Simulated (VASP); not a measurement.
# Cd3Ir (Pm-3m) in VASP: phonons with LDA

Aim: the phonons of Cd3Ir with LDA.

All numbers are computed with VASP 6.6.1; they aren't measurements. Logs are shortened: lines on timing, memory, paths and dates and some standing lists are left out, and cuts for length are marked.

## (1) The crystal as given

It takes space group Pm-3m (No. 221, cubic). The conventional cell has a = 4.217 Å, b = 4.217 Å, c = 4.217 Å, α = 90.00°, β = 90.00°, γ = 90.00°. Cd (site symmetry 4/mmm) has 8 Cd at 2.98 Å and 4 Ir at 2.98 Å as nearest neighbours. Ir (site symmetry m-3m) is surrounded by 12 Cd at 2.98 Å.

The cell comes from a database or a generator and needn't be the stable form of this composition.

## (2) Phonons, LDA

INCAR

```
  PREC = Accurate
  ENCUT = 520
  EDIFF = 1E-8
  ISMEAR = -1
  SIGMA = 0.1
  LREAL = False
  LASPH = True
  NELM = 100
  ALGO = Normal
  ISIF = 2
  LWAVE = False
  LCHARG = False
  IBRION = 8
  NSW = 1
```

KPOINTS

```
regular mesh
0
Gamma
  7 7 7
```

POSCAR

```
Cd3Ir
1.0
    4.2167000000      0.0000000000      0.0000000000
    0.0000000000      4.2167000000      0.0000000000
    0.0000000000      0.0000000000      4.2167000000
Cd Ir
3 1
Direct
    0.0000000000      0.5000000000      0.5000000000
    0.5000000000      0.0000000000      0.5000000000
    0.5000000000      0.5000000000      0.0000000000
    0.0000000000      0.0000000000      0.0000000000
```

Potentials or basis: VASP PAW LDA potentials, release 64 (Cd, Ir).

On the command line:

```sh
> cat potpaw_LDA.64/Cd/POTCAR potpaw_LDA.64/Ir/POTCAR > POTCAR
> mpirun -np 1 vasp_std > vasp.out
```

OUTCAR:

```text
PREC = Accurate
   ENCUT = 520
   EDIFF = 1E-8
   ISMEAR = -1
   LREAL = False
   LASPH = True
   NELM = 100
   ISIF = 2
   IBRION = 8
   NSW = 1

 ion  position               nearest neighbor table
   1  0.000  0.500  0.500-   2 2.98   3 2.98   4 2.98   3 2.98   4 2.98   2 2.98   4 2.98   4 2.98
                             2 2.98   3 2.98   3 2.98   2 2.98
   2  0.500  0.000  0.500-   1 2.98   3 2.98   4 2.98   3 2.98   4 2.98   1 2.98   3 2.98   3 2.98
                             1 2.98   4 2.98   4 2.98   1 2.98
   3  0.500  0.500  0.000-   1 2.98   2 2.98   4 2.98   1 2.98   2 2.98   2 2.98   4 2.98   2 2.98
                             1 2.98   4 2.98   1 2.98   4 2.98
   4  0.000  0.000  0.000-   1 2.98   2 2.98   3 2.98   1 2.98   2 2.98   1 2.98   3 2.98   1 2.98
                             2 2.98   3 2.98   2 2.98   3 2.98

  LATTYP: Found a simple cubic cell.
 ALAT       =     4.2167000000

  Lattice vectors:

 A1 = (   4.2167000000,   0.0000000000,   0.0000000000)
 A2 = (   0.0000000000,   4.2167000000,   0.0000000000)
 A3 = (   0.0000000000,   0.0000000000,   4.2167000000)

Analysis of symmetry for initial positions (statically):
=====================================================================
 Subroutine PRICEL returns:
 Original cell was already a primitive cell.

 Routine SETGRP: Setting up the symmetry group for a
 simple cubic supercell.

 Subroutine GETGRP returns: Found 48 space group operations
 (whereof 48 operations were pure point group operations)
 out of a pool of 48 trial point group operations.

The static configuration has the point symmetry O_h .

Analysis of symmetry for dynamics (positions and initial velocities):
=====================================================================
 Subroutine PRICEL returns:
 Original cell was already a primitive cell.

 Routine SETGRP: Setting up the symmetry group for a
 simple cubic supercell.

 Subroutine GETGRP returns: Found 48 space group operations
 (whereof 48 operations were pure point group operations)
 out of a pool of 48 trial point group operations.

The dynamic configuration has the point symmetry O_h .

 Subroutine INISYM returns: Found 48 space group operations
 (whereof 48 operations are pure point group operations),
 and found     1 'primitive' translations

----------------------------------------------------------------------------------------

                                     Primitive cell

  volume of cell :      74.9753

  direct lattice vectors                    reciprocal lattice vectors
     4.216700000  0.000000000  0.000000000     0.237152275  0.000000000  0.000000000
     0.000000000  4.216700000  0.000000000     0.000000000  0.237152275  0.000000000
     0.000000000  0.000000000  4.216700000     0.000000000  0.000000000  0.237152275

  length of vectors
     4.216700000  4.216700000  4.216700000     0.237152275  0.237152275  0.237152275

  position of ions in fractional coordinates (direct lattice)
     0.000000000  0.500000000  0.500000000
     0.500000000  0.000000000  0.500000000
     0.500000000  0.500000000  0.000000000
     0.000000000  0.000000000  0.000000000

  ion indices of the primitive-cell ions
   primitive index   ion index
                 1           1
                 2           2
[... 114 lines left out ...]
  ext. energy  EPLUGINS =         0.00000000
  ---------------------------------------------------
  free energy    TOTEN  =       -14.45184451 eV

  energy without entropy =      -14.38143159  energy(sigma->0) =      -14.41663805

 E-fermi :   3.9611     XC(G=0): -12.2365

 val. band max:        3.9210731433   @ k =   0.4286   0.2857   0.2857
 cond. band min:       4.0145484005   @ k =   0.4286   0.2857   0.0000
 fundamental gap:      0.0934752572
 Fermi energy:         3.9611384734

 k-point     1 :       0.0000    0.0000    0.0000
  band No.  band energies     occupation
      1      -6.0823      2.00000
      2      -5.7674      2.00000
      3      -5.7674      2.00000
      4      -5.7674      2.00000
      5      -5.4049      2.00000
      6      -5.4049      2.00000
[... 589 lines left out ...]
     26       6.2368      0.00000
     27       6.2368      0.00000

------------------------ aborting loop because EDIFF is reached ----------------------------------------

  FORCE on cell =-STRESS in cart. coord.  units (eV):
  Direction    XX          YY          ZZ          XY          YZ          ZX
  --------------------------------------------------------------------------------------
  -------------------------------------------------------------------------------------
  Total       -4.6251848     -4.6251848     -4.6251848      0.0000000      0.0000000      0.0000000
  in kB      -98.8374564    -98.8374564    -98.8374564      0.0000000      0.0000000      0.0000000
  external PRESSURE =     -98.8374564 kB  Pullay stress =       0.0000000 kB

 VOLUME and BASIS-vectors are now :
 -----------------------------------------------------------------------------
  energy-cutoff  :      520.00
  volume of cell :       74.98
      direct lattice vectors                 reciprocal lattice vectors
     4.216700000  0.000000000  0.000000000     0.237152275  0.000000000  0.000000000
     0.000000000  4.216700000  0.000000000     0.000000000  0.237152275  0.000000000
     0.000000000  0.000000000  4.216700000     0.000000000  0.000000000  0.237152275

 POSITION                                       TOTAL-FORCE (eV/Angst)
 -----------------------------------------------------------------------------------
      0.00000      2.10835      2.10835         0.000000      0.000000      0.000000
      2.10835      0.00000      2.10835         0.000000      0.000000      0.000000
      2.10835      2.10835      0.00000         0.000000      0.000000      0.000000
      0.00000      0.00000      0.00000         0.000000      0.000000      0.000000
 -----------------------------------------------------------------------------------
    total drift:                                0.000000     -0.000000     -0.000000

  FREE ENERGIE OF THE ION-ELECTRON SYSTEM (eV)
  ---------------------------------------------------
  free  energy   TOTEN  =       -14.4518445094 eV

  energy  without entropy=      -14.3814315856  energy(sigma->0) =      -14.41663805

[... ionic steps 2 to 12 ...]

--------------------------------------- Ionic step       13  -------------------------------------------

 Free energy of the ion-electron system (eV)
  ---------------------------------------------------
  ---------------------------------------------------
  free energy    TOTEN  =        -0.20326813 eV

  energy without entropy =       -0.20326813

------------------------ aborting loop because EDIFF is reached ----------------------------------------

 INTERNAL STRAIN TENSOR  FOR ION    4  DIRECTION 1   (eV/Angst):
 -----------------------------------------------------------------------------
    -0.18939  0.00000  0.00000
     0.00000  0.10523 -0.00000
    -0.00000 -0.00000  0.10523

 INTERNAL STRAIN TENSOR FOR ION    4 for displacements in x,y,z  (eV/Angst):
          X           Y           Z          XY          YZ          ZX
  --------------------------------------------------------------------------------
  x     0.00000     0.00000     0.00000     0.00000     0.00000     0.00000
  y     0.00000     0.00000     0.00000     0.00000     0.00000     0.00000
  z     0.00000     0.00000     0.00000     0.00000     0.00000     0.00000

 SECOND DERIVATIVES (NOT SYMMETRIZED)
 ------------------------------------
               1X          1Y          1Z          2X          2Y          2Z          3X          3Y          3Z          4X          4Y          4Z
  1X    -5.198221   -0.000000    0.000000    2.696205    0.000000    0.000000    2.696205   -0.000000   -0.000000   -0.194189   -0.000000    0.000000
  1Y     0.000000   -3.543481    0.000000    0.000000    2.696413    0.000000    0.000000   -0.657668    0.000000    0.000000    1.504736    0.000000
  1Z     0.000000    0.000000   -3.543481    0.000000    0.000000   -0.657668    0.000000    0.000000    2.696413    0.000000    0.000000    1.504736
  2X     2.696413    0.000000    0.000000   -3.543481    0.000000    0.000000   -0.657668    0.000000    0.000000    1.504736    0.000000    0.000000
  2Y     0.000000    2.696205    0.000000   -0.000000   -5.198221   -0.000000   -0.000000    2.696205   -0.000000    0.000000   -0.194189    0.000000
  2Z     0.000000    0.000000   -0.657668    0.000000    0.000000   -3.543481    0.000000    0.000000    2.696413    0.000000    0.000000    1.504736
  3X     2.696413    0.000000    0.000000   -0.657668    0.000000    0.000000   -3.543481    0.000000    0.000000    1.504736    0.000000    0.000000
  3Y     0.000000   -0.657668    0.000000    0.000000    2.696413    0.000000    0.000000   -3.543481    0.000000    0.000000    1.504736    0.000000
  3Z    -0.000000    0.000000    2.696205    0.000000   -0.000000    2.696205   -0.000000   -0.000000   -5.198221    0.000000    0.000000   -0.194189
  4X    -0.200690   -0.000000    0.000000    1.499315    0.000000   -0.000000    1.499315    0.000000    0.000000   -2.797940   -0.000000    0.000000
  4Y     0.000000    1.499315    0.000000   -0.000000   -0.200690    0.000000    0.000000    1.499315   -0.000000   -0.000000   -2.797940   -0.000000
  4Z     0.000000   -0.000000    1.499315    0.000000    0.000000    1.499315    0.000000    0.000000   -0.200690   -0.000000   -0.000000   -2.797940

 Eigenvectors and eigenvalues of the dynamical matrix
 ----------------------------------------------------

   1 f  =    4.360975 THz    27.400817 2PiTHz  145.466485 cm-1    18.035537 meV
             X         Y         Z           dx          dy          dz
      0.000000  2.108350  2.108350     0.237837   -0.446234    0.000000
      2.108350  0.000000  2.108350    -0.154986    0.684776   -0.000000
      2.108350  2.108350  0.000000    -0.154986   -0.446234    0.000000
      0.000000  0.000000  0.000000     0.055119    0.158698    0.000000
[... 71 lines left out ...]
  12 f/i=    0.003684 THz     0.023144 2PiTHz    0.122868 cm-1     0.015234 meV
             X         Y         Z           dx          dy          dz
      0.000000  2.108350  2.108350     0.000000   -0.000000    0.460320
      2.108350  0.000000  2.108350     0.000000    0.000000    0.460320
      2.108350  2.108350  0.000000     0.000000    0.000000    0.459995
      0.000000  0.000000  0.000000    -0.000000    0.000000    0.603835

--------------------------------------------------------------------------------------------------------

 ELASTIC MODULI CONTR FROM IONIC RELAXATION (kBar)
 Direction    XX          YY          ZZ          XY          YZ          ZX
 --------------------------------------------------------------------------------
 XX           0.0000      0.0000      0.0000      0.0000      0.0000      0.0000
 YY           0.0000      0.0000      0.0000      0.0000      0.0000      0.0000
 ZZ           0.0000      0.0000      0.0000      0.0000      0.0000      0.0000
 XY           0.0000      0.0000      0.0000      0.0000      0.0000      0.0000
 YZ           0.0000      0.0000      0.0000      0.0000      0.0000      0.0000
 ZX           0.0000      0.0000      0.0000      0.0000      0.0000      0.0000
 --------------------------------------------------------------------------------
```

Wall time 3 min (1 thread of Intel Xeon Platinum 8488C (Sapphire Rapids), shared host); peak memory 0.38 GiB.

Results:

* Highest phonon frequency at Γ, LO-TO splitting left out: 145 cm⁻¹

Phonon frequencies in cm⁻¹ (negative: imaginary):
```
              q point                          frequencies
(0.000, 0.000, 0.000)  0 0 0 74 74 74 84 84 84 145 145 145
```

Caveat: the atoms weren't relaxed first, which shifts response properties.
